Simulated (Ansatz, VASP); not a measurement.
## One calculation of Si, two programs

INCAR

```
ALGO = Normal
EDIFF = 1E-6
ENCUT = 520
GGA = CA
ISIF = 2
ISMEAR = 0
LASPH = True
LCHARG = True
LELF = True
LREAL = False
LVHAR = True
LWAVE = False
NBANDS = 8
NELM = 100
PREC = Accurate
SIGMA = 0.15
```

File KPOINTS:

```
k-points
0
Gamma
  22 22 22
```

POSCAR

```
Si
1.0
   -1.7183475491      1.5354823109      1.3203298500
    1.7183475491     -1.5354823109      1.3203298500
    1.7183475491      1.5354823109     -1.3203298500
Si
1
Direct
    0.0000000000      0.0000000000      0.0000000000
```

Input for Ansatz:

```yaml
crystal:
  lattice:
    - [-1.7183475491, 1.5354823109, 1.32032985]
    - [1.7183475491, -1.5354823109, 1.32032985]
    - [1.7183475491, 1.5354823109, -1.32032985]
  atoms:
    - { symbol: Si, position: [0.0, 0.0, 0.0] }
basis:
  ecutwfc: 420
kpoints:
  mp_grid: { grid: [22, 22, 22] }
hamiltonian:
  xc: lda
scf:
  occupations: { method: gaussian, width: 0.15 }
output:
  forces: true
  stress: true
  eigenvalues: true
```

Change from the starting cell: strain +0.0562 x Voigt [1, -1, 0, 0, 0, 0], atoms carried along.

Alike in both runs: task single point; functional LDA; k mesh 22 × 22 × 22; occupations gaussian, width 0.15 eV; no spin polarisation.

|  | VASP | Ansatz |
| --- | --- | --- |
| version | VASP 6.6.1 | Ansatz 0.2.0 |
| potentials or method | VASP PAW LDA potentials, release 64 (Si) | scalar-relativistic, plane waves, PAW |
| plane-wave cutoff (eV) | 520 | 420 |
| valence electrons in the cell | 4 | 4 |

```tsv
	VASP	Ansatz	Ansatz less VASP
gap on the k mesh at the Fermi level (eV)	none	none	-
pressure (GPa)	0.3	0.2	-0.07
largest component of the traceless stress (GPa)	4.34	4.31	-0.031
```

A gap of «none» marks a metal or a gap that the smearing closes.
